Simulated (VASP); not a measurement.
Given:

```yaml
crystal:
  lattice:
    - [1.92786, -3.33914, 0.00000]
    - [1.92786, 3.33914, 0.00000]
    - [0.00000, 0.00000, 6.31516]
  atoms:
    - { symbol: Zn, position: [0.66667, 0.33333, 0.50012] }
    - { symbol: Zn, position: [0.33333, 0.66667, 0.00012] }
    - { symbol: S, position: [0.66667, 0.33333, 0.87488] }
    - { symbol: S, position: [0.33333, 0.66667, 0.37488] }
```

Method: RPBE GGA, VASP's PBE PAW potentials (set 64) (plane waves; VASP 6.6.1). Run with 520 eV cut-off, 7×7×4 Γ-centred mesh, Gaussian smearing of 0.050 eV, potentials Zn S.

Task: Give the stress tensor in GPa (positive for a compressed cell).

Result: 
```
2.10  0.00  0.00
0.00  2.10  0.00
0.00  0.00  2.19
```
The pressure is its mean diagonal, 2.13 GPa.

The compound is ZnS in the wurtzite structure, the high-temperature form. This cell is one point of a volume scan, at 0.97 of the reference volume.
